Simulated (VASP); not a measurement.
Method: modified Becke-Johnson potential (mBJ) with spin-orbit coupling, VASP's PBE PAW potentials (set 64) (plane waves; VASP 6.6.1).

VASP input:

File KPOINTS:
```
Automatic mesh
0
Gamma
 4 4 4
0 0 0
```

### INCAR
```
SYSTEM = KTaO3
PREC = Accurate
ENCUT = 450
EDIFF = 1E-6
NELM = 200
ALGO = Normal
LREAL = .FALSE.
LASPH = .TRUE.
ISMEAR = 0
SIGMA = 0.05
METAGGA = MBJ
LMIXTAU = .TRUE.
LMAXMIX = 6
LWAVE = .FALSE.
LCHARG = .FALSE.
ISIF = 0
LSORBIT = .TRUE.
MAGMOM = 0 0 0 0 0 0 0 0 0 0 0 0 0 0 0
GGA_COMPAT = .FALSE.
```

POSCAR:
```
KTaO3
1
    4.0202768332     0.0000000000     0.0000000000
    0.0000000000     4.0202768332     0.0000000000
    0.0000000000     0.0000000000     4.0202768332
K Ta O
1 1 3
Direct
  0.0000000000   0.0000000000   0.0000000000
  0.5000000000   0.5000000000   0.5000000000
  0.5000000000   0.0000000000   0.5000000000
  0.0000000000   0.5000000000   0.5000000000
  0.5000000000   0.5000000000   0.0000000000
```

KPOINTS_OPT:
```
k-points along high-symmetry lines
11
Line-mode
Reciprocal
  0.000000   0.000000   0.000000 ! GAMMA
  0.000000   0.500000   0.000000 ! X

  0.000000   0.500000   0.000000 ! X
  0.500000   0.500000   0.000000 ! M

  0.500000   0.500000   0.000000 ! M
  0.000000   0.000000   0.000000 ! GAMMA

  0.000000   0.000000   0.000000 ! GAMMA
  0.500000   0.500000   0.500000 ! R

  0.500000   0.500000   0.500000 ! R
  0.000000   0.500000   0.000000 ! X

  0.500000   0.500000   0.500000 ! R
  0.500000   0.500000   0.000000 ! M
```

POTCAR, in this order: K_sv Ta_pv O (PBE.64 set). Program: vasp_ncl. Read from the step before: WAVECAR.

Output of the run:

**OUTCAR**
```
 ion  position               nearest neighbor table
   1  0.000  0.000  0.000-   3 2.84   4 2.84   5 2.84   3 2.84   4 2.84   4 2.84   5 2.84   4 2.84
                             3 2.84   5 2.84   3 2.84   5 2.84   2 3.48   2 3.48   2 3.48   2 3.48
   2  0.500  0.500  0.500-   3 2.01   4 2.01   5 2.01   5 2.01   3 2.01   4 2.01   1 3.48   1 3.48
                             1 3.48   1 3.48   1 3.48   1 3.48   1 3.48   1 3.48
   3  0.500  0.000  0.500-   2 2.01   2 2.01   1 2.84   1 2.84   1 2.84   1 2.84
   4  0.000  0.500  0.500-   2 2.01   2 2.01   1 2.84   1 2.84   1 2.84   1 2.84
   5  0.500  0.500  0.000-   2 2.01   2 2.01   1 2.84   1 2.84   1 2.84   1 2.84
  LATTYP: Found a simple cubic cell.
 ALAT       =     4.0202768332
 Subroutine PRICEL returns:
 Original cell was already a primitive cell.
 Subroutine GETGRP returns: Found 48 space group operations
The static configuration has the point symmetry O_h .
The dynamic configuration has the point symmetry O_h .
The overall configuration has the point symmetry O_h .
 Subroutine INISYM returns: Found 48 space group operations
 Subroutine IBZKPT returns following result:
 Found     10 irreducible k-points:

 Following reciprocal coordinates:
            Coordinates               Weight
  0.000000  0.000000  0.000000      1.000000
  0.250000  0.000000  0.000000      6.000000
  0.500000  0.000000  0.000000      3.000000
  0.250000  0.250000  0.000000     12.000000
  0.500000  0.250000  0.000000     12.000000
  0.500000  0.500000  0.000000      3.000000
  0.250000  0.250000  0.250000      8.000000
  0.500000  0.250000  0.250000     12.000000
  0.500000  0.500000  0.250000      6.000000
  0.500000  0.500000  0.500000      1.000000
   k-points           NKPTS =     10   k-points in BZ     NKDIM =     10   number of bands    NBANDS=     46
   number of dos      NEDOS =    301   number of ions     NIONS =      5
   total plane-waves  NPLWV =  21952
   dimension x,y,z NGX =    28 NGY =   28 NGZ =   28
   dimension x,y,z NGXF=    56 NGYF=   56 NGZF=   56
   ions per type =               1   1   3
   PREC   = accura    normal or accurate (medium, high low for compatibility)
   ISTART =      1    job   : 0-new  1-cont  2-samecut
...
```

**OSZICAR**
```
...
DAV: 119     0.874180290078E+03    0.43281E-01   -0.15285E-01  1198   0.451E+00    0.279E+00
DAV: 120     0.874596250763E+03    0.41596E+00   -0.20239E+00   980   0.175E+01    0.294E+00
DAV: 121     0.874236631110E+03   -0.35962E+00   -0.84517E-01   932   0.939E+00    0.292E+00
DAV: 122     0.872984431880E+03   -0.12522E+01   -0.51561E+00   944   0.398E+01    0.190E+00
DAV: 123     0.873408916386E+03    0.42448E+00   -0.87997E-01  1204   0.151E+01    0.215E+00
DAV: 124     0.872769241086E+03   -0.63968E+00   -0.28213E+00   920   0.183E+01    0.204E+00
DAV: 125     0.872864936417E+03    0.95695E-01   -0.10662E-01   932   0.398E+00    0.209E+00
DAV: 126     0.872317674009E+03   -0.54726E+00   -0.22675E-01   926   0.425E+00    0.176E+00
DAV: 127     0.872741543415E+03    0.42387E+00   -0.30247E-01   920   0.672E+00    0.175E+00
DAV: 128     0.873397481496E+03    0.65594E+00   -0.35655E-01   932   0.606E+00    0.183E+00
DAV: 129     0.873722603493E+03    0.32512E+00   -0.21027E-01   926   0.506E+00    0.190E+00
DAV: 130     0.873641150870E+03   -0.81453E-01   -0.11490E+01   920   0.113E+02    0.193E+00
DAV: 131     0.873324914609E+03   -0.31624E+00   -0.59223E+00  1140   0.694E+01    0.167E+00
DAV: 132     0.873062251371E+03   -0.26266E+00   -0.17158E+00   920   0.153E+01    0.150E+00
DAV: 133     0.873064254843E+03    0.20035E-02   -0.57260E-02  1012   0.323E+00    0.151E+00
DAV: 134     0.873296694534E+03    0.23244E+00   -0.74884E+00   920   0.780E+01    0.166E+00
DAV: 135     0.873190445001E+03   -0.10625E+00   -0.13904E+00   934   0.138E+01    0.156E+00
DAV: 136     0.873251264575E+03    0.60820E-01   -0.46275E-02   992   0.253E+00    0.155E+00
DAV: 137     0.871864647330E+03   -0.13866E+01   -0.99272E-01   932   0.929E+00    0.118E+00
DAV: 138     0.871759001170E+03   -0.10565E+00   -0.71390E-02  1264   0.338E+00    0.135E+00
DAV: 139     0.872053025454E+03    0.29402E+00   -0.82847E-01   932   0.123E+01    0.194E+00
DAV: 140     0.871785023439E+03   -0.26800E+00   -0.69602E-01   944   0.839E+00    0.171E+00
DAV: 141     0.871961973880E+03    0.17695E+00   -0.48091E-02   926   0.239E+00    0.191E+00
DAV: 142     0.871344010565E+03   -0.61796E+00   -0.19726E-01   944   0.542E+00    0.149E+00
DAV: 143     0.871260432921E+03   -0.83578E-01   -0.13165E+00   932   0.157E+01    0.176E+00
DAV: 144     0.871040941926E+03   -0.21949E+00   -0.72165E-01   952   0.880E+00    0.161E+00
DAV: 145     0.870995435994E+03   -0.45506E-01   -0.14643E-01   950   0.375E+00    0.162E+00
DAV: 146     0.871184948408E+03    0.18951E+00   -0.23457E-01   932   0.611E+00    0.154E+00
DAV: 147     0.869551617358E+03   -0.16333E+01   -0.14527E+00   932   0.104E+01    0.616E-01
DAV: 148     0.869137676746E+03   -0.41394E+00   -0.36708E-01   944   0.570E+00    0.546E-01
DAV: 149     0.869266432166E+03    0.12876E+00   -0.38153E-01   958   0.890E+00    0.546E-01
DAV: 150     0.869201675943E+03   -0.64756E-01   -0.66619E-02  1232   0.329E+00    0.481E-01
DAV: 151     0.869300974611E+03    0.99299E-01   -0.20285E-01  1102   0.622E+00    0.477E-01
DAV: 152     0.868990817502E+03   -0.31016E+00   -0.92359E-01   920   0.941E+00    0.352E-01
DAV: 153     0.868963167961E+03   -0.27650E-01   -0.98790E-02   944   0.328E+00    0.339E-01
DAV: 154     0.868952998445E+03   -0.10170E-01   -0.51478E-02   968   0.206E+00    0.291E-01
DAV: 155     0.869056111862E+03    0.10311E+00   -0.75447E-02   950   0.269E+00    0.253E-01
DAV: 156     0.869155557170E+03    0.99445E-01   -0.45224E-02   932   0.217E+00    0.243E-01
DAV: 157     0.869179348580E+03    0.23791E-01   -0.63211E-02   944   0.250E+00    0.273E-01
DAV: 158     0.869241443128E+03    0.62095E-01   -0.46596E-02   926   0.222E+00    0.264E-01
DAV: 159     0.869484199086E+03    0.24276E+00   -0.14745E+00   920   0.175E+01    0.283E-01
DAV: 160     0.869416068022E+03   -0.68131E-01   -0.47322E-01   920   0.796E+00    0.298E-01
DAV: 161     0.869340418534E+03   -0.75649E-01   -0.26201E-01   920   0.531E+00    0.321E-01
DAV: 162     0.869710073150E+03    0.36965E+00   -0.89300E-01   920   0.930E+00    0.257E-01
DAV: 163     0.869597816295E+03   -0.11226E+00   -0.13574E-01   920   0.376E+00    0.266E-01
DAV: 164     0.869693308191E+03    0.95492E-01   -0.16521E-01   920   0.469E+00    0.270E-01
DAV: 165     0.869645092238E+03   -0.48216E-01   -0.14443E-01   920   0.468E+00    0.263E-01
DAV: 166     0.869608222727E+03   -0.36870E-01   -0.26232E-02   944   0.184E+00    0.252E-01
DAV: 167     0.869627358844E+03    0.19136E-01   -0.12815E+00   920   0.160E+01    0.344E-01
DAV: 168     0.869480400643E+03   -0.14696E+00   -0.11608E+00   920   0.108E+01    0.411E-01
DAV: 169     0.869784044637E+03    0.30364E+00   -0.28291E+00   920   0.257E+01    0.363E-01
DAV: 170     0.869506066438E+03   -0.27798E+00   -0.15952E+00   920   0.133E+01    0.438E-01
DAV: 171     0.869598286277E+03    0.92220E-01   -0.37613E-02   964   0.236E+00    0.487E-01
DAV: 172     0.869765603219E+03    0.16732E+00   -0.99145E-01   932   0.184E+01    0.526E-01
DAV: 173     0.869734283521E+03   -0.31320E-01   -0.43847E-01   920   0.724E+00    0.665E-01
DAV: 174     0.869710085050E+03   -0.24198E-01   -0.32343E-02   932   0.192E+00    0.606E-01
DAV: 175     0.866746622995E+03   -0.29635E+01   -0.23912E+01   920   0.402E+01    0.982E+00
DAV: 176     0.865765388899E+03   -0.98123E+00   -0.24543E+00  1086   0.132E+01    0.684E+00
DAV: 177     0.868779792474E+03    0.30144E+01   -0.25099E+01   968   0.442E+01    0.323E+00
DAV: 178     0.871873827918E+03    0.30940E+01   -0.25870E+00  1060   0.168E+01    0.147E+00
DAV: 179     0.871856527787E+03   -0.17300E-01   -0.18013E+00   976   0.138E+01    0.449E-01
DAV: 180     0.870343715783E+03   -0.15128E+01   -0.17372E+01   944   0.378E+01    0.100E+01
DAV: 181     0.872510351180E+03    0.21666E+01   -0.21338E+01   920   0.399E+01    0.140E+00
DAV: 182     0.873063753569E+03    0.55340E+00   -0.23350E+00  1044   0.196E+01    0.439E-01
DAV: 183     0.871220733415E+03   -0.18430E+01   -0.16267E+01   920   0.351E+01    0.875E+00
DAV: 184     0.871582352753E+03    0.36162E+00   -0.13151E+00   980   0.122E+01    0.734E+00
DAV: 185     0.873371609593E+03    0.17893E+01   -0.19103E+01  1144   0.381E+01    0.179E+00
DAV: 186     0.876307443335E+03    0.29358E+01   -0.28327E+01   920   0.957E+01    0.683E-01
DAV: 187     0.873648619963E+03   -0.26588E+01   -0.15276E+01   952   0.414E+01    0.586E-01
DAV: 188     0.874542400621E+03    0.89378E+00   -0.66997E+00   948   0.350E+01    0.805E-01
DAV: 189     0.873556602072E+03   -0.98580E+00   -0.37712E+00   926   0.217E+01    0.688E-01
DAV: 190     0.873751842883E+03    0.19524E+00   -0.46465E+00   920   0.315E+01    0.917E-01
DAV: 191     0.871965436191E+03   -0.17864E+01   -0.54218E+00   936   0.220E+01    0.105E+00
DAV: 192     0.871670625578E+03   -0.29481E+00   -0.48199E+00   932   0.306E+01    0.116E+00
DAV: 193     0.868299860798E+03   -0.33708E+01   -0.27998E+01   920   0.444E+01    0.788E+00
DAV: 194     0.871141658011E+03    0.28418E+01   -0.39511E+01  1174   0.724E+01    0.152E+00
DAV: 195     0.870091989556E+03   -0.10497E+01   -0.45258E+00   932   0.247E+01    0.123E+00
DAV: 196     0.870348479348E+03    0.25649E+00   -0.34555E+00   932   0.342E+01    0.129E+00
DAV: 197     0.870259217581E+03   -0.89262E-01   -0.21729E+00   932   0.167E+01    0.130E+00
DAV: 198     0.871037233617E+03    0.77802E+00   -0.74916E-01   926   0.107E+01    0.121E+00
DAV: 199     0.871424328162E+03    0.38709E+00   -0.49218E+01   920   0.446E+02    0.130E+00
DAV: 200     0.871299256617E+03   -0.12507E+00   -0.13897E+00   940   0.125E+01
   1 F= 0.87129926E+03 E0= 0.87129926E+03  d E =-.104520E-12  mag=     0.0000    -0.0000     0.0000
       N       E                     dE             ncg
       N       E                     dE             ncg
       N       E                     dE             ncg
       N       E                     dE             ncg
       N       E                     dE             ncg
       N       E                     dE             ncg
       N       E                     dE             ncg
```

OUTCAR:
```
------------------------ aborting loop EDIFF was not reached (unconverged)  ----------------------------
  volume of cell :       64.98
      direct lattice vectors                 reciprocal lattice vectors
     4.020276833  0.000000000  0.000000000     0.248739090  0.000000000  0.000000000
     0.000000000  4.020276833  0.000000000     0.000000000  0.248739090  0.000000000
     0.000000000  0.000000000  4.020276833     0.000000000  0.000000000  0.248739090
 POSITION                                       TOTAL-FORCE (eV/Angst)
 -----------------------------------------------------------------------------------
      0.00000      0.00000      0.00000         0.000000      0.000000      0.000000
      2.01014      2.01014      2.01014         0.000000      0.000000      0.000000
      2.01014      0.00000      2.01014         0.000000      0.000000      0.000000
      0.00000      2.01014      2.01014         0.000000      0.000000      0.000000
      2.01014      2.01014      0.00000         0.000000      0.000000      0.000000
 -----------------------------------------------------------------------------------
    total drift:                                0.000000      0.000000      0.000000
  FREE ENERGIE OF THE ION-ELECTRON SYSTEM (eV)
  ---------------------------------------------------
  free  energy   TOTEN  =       871.2992566166 eV

  energy  without entropy=      871.2992566166  energy(sigma->0) =      871.29925662

     CMBJ =    1.0000

     CMBJA=   -0.0120

     CMBJB=    1.0230

     CMBJE=    0.5000

    CMBJ =    2.0000

 Ion:    1  E_soc:     -0.0054731

 Ion:    2  E_soc:     -1.0934627

 Ion:    3  E_soc:     -0.0003921

 Ion:    4  E_soc:     -0.0003921

 Ion:    5  E_soc:     -0.0003921
```
(Selected blocks of OUTCAR.)

stdout:
```
...
DAV: 196     0.870348479348E+03    0.25649E+00   -0.34555E+00   932   0.342E+01    0.129E+00
DAV: 197     0.870259217581E+03   -0.89262E-01   -0.21729E+00   932   0.167E+01    0.130E+00
DAV: 198     0.871037233617E+03    0.77802E+00   -0.74916E-01   926   0.107E+01    0.121E+00
DAV: 199     0.871424328162E+03    0.38709E+00   -0.49218E+01   920   0.446E+02    0.130E+00
DAV: 200     0.871299256617E+03   -0.12507E+00   -0.13897E+00   940   0.125E+01

 -----------------------------------------------------------------------------
|                                                                             |
|           W    W    AA    RRRRR   N    N  II  N    N   GGGG   !!!           |
|           W    W   A  A   R    R  NN   N  II  NN   N  G    G  !!!           |
|           W    W  A    A  R    R  N N  N  II  N N  N  G       !!!           |
|           W WW W  AAAAAA  RRRRR   N  N N  II  N  N N  G  GGG   !            |
|           WW  WW  A    A  R   R   N   NN  II  N   NN  G    G                |
|           W    W  A    A  R    R  N    N  II  N    N   GGGG   !!!           |
|                                                                             |
|     The electronic self-consistency was not achieved in the given           |
|     number of steps (NELM). The forces and other quantities evaluated       |
|     might not be reliable so examine the results carefully. If you find     |
|     spurious results, we suggest increasing NELM, if you were close to      |
|     convergence or switching to a different ALGO or adjusting the           |
|     density mixing parameters otherwise.                                    |
|                                                                             |
 -----------------------------------------------------------------------------

   1 F= 0.87129926E+03 E0= 0.87129926E+03  d E =-.104520E-12  mag=     0.0000    -0.0000     0.0000
 Start KPOINTS_OPT (optional k-point list driver)
k-point batch [1-10\66]
       N       E                     dE             ncg
k-point batch [11-20\66]
       N       E                     dE             ncg
k-point batch [21-30\66]
       N       E                     dE             ncg
k-point batch [31-40\66]
       N       E                     dE             ncg
k-point batch [41-50\66]
       N       E                     dE             ncg
k-point batch [51-60\66]
       N       E                     dE             ncg
k-point batch [61-66\66]
       N       E                     dE             ncg
```

The run did not converge; its last values are not results.

mBJ is a potential without an energy functional, so only the levels count.

The compound is KTaO3 in the cubic perovskite structure. It was relaxed first. The cell's shape comes from a PBE relaxation.
